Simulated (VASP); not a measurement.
Consider the following.

```yaml
crystal:
  lattice:
    - [0.00000, 2.46958, 2.46958]
    - [2.46958, 0.00000, 2.46958]
    - [2.46958, 2.46958, 0.00000]
  atoms:
    - { symbol: Gd, position: [0.00000, 0.00000, 0.00000] }
    - { symbol: N, position: [0.50000, 0.50000, 0.50000] }
```

Level of theory: PBE GGA with D4 dispersion, VASP's PBE PAW potentials (set 64) (plane waves; VASP). Run with 520 eV cut-off, 14×14×14 Γ-centred mesh, tetrahedra with Blöchl corrections, potentials Gd_3 N.

The 4f electrons are frozen in the core of the lanthanide potential, so 4f levels, which can set the real gap, and their magnetism are missing.

Problem. Tabulate the total density of states (states/eV per cell) against energy (eV; zero at the valence-band maximum or, without a gap, the Fermi level).

Solution. 
```csv
E (eV),DOS (states/eV)
-9.98,0.00
-9.86,0.00
-9.62,0.00
-9.50,0.00
-9.26,0.00
-9.14,0.00
-8.90,0.00
-8.78,0.00
-8.66,0.00
-8.42,0.00
-8.30,0.00
-8.06,0.00
-7.94,0.00
-7.82,0.00
-7.58,0.00
-7.46,0.00
-7.22,0.00
-7.10,0.00
-6.86,0.00
-6.74,0.00
-6.62,0.00
-6.38,0.00
-6.26,0.00
-6.02,0.00
-5.90,0.00
-5.78,0.00
-5.54,0.00
-5.42,0.00
-5.18,0.00
-5.06,0.00
-4.82,0.00
-4.70,0.00
-4.58,0.00
-4.34,0.00
-4.22,0.00
-3.98,0.14
-3.86,0.23
-3.74,0.32
-3.50,0.53
-3.38,0.66
-3.14,1.17
-3.02,1.16
-2.78,1.23
-2.66,1.35
-2.54,1.19
-2.30,1.40
-2.18,2.06
-1.94,2.69
-1.82,2.69
-1.70,2.69
-1.46,3.20
-1.34,4.22
-1.10,2.38
-0.98,1.71
-0.74,1.38
-0.62,1.16
-0.50,0.90
-0.26,0.23
-0.14,0.11
0.10,0.01
0.22,0.03
0.34,0.05
0.58,0.11
0.70,0.13
0.94,0.18
1.06,0.21
1.30,0.25
1.42,0.28
1.54,0.30
1.78,0.35
1.90,0.38
2.14,0.42
2.26,0.45
2.38,0.48
2.62,0.54
2.74,0.59
2.98,0.72
3.10,0.74
3.34,0.74
3.46,0.76
```
Within 2 eV below the Fermi level the largest weight inside VASP's projection spheres is N p, then Gd d.

The compound is GdN in the rock salt structure. It was relaxed first.
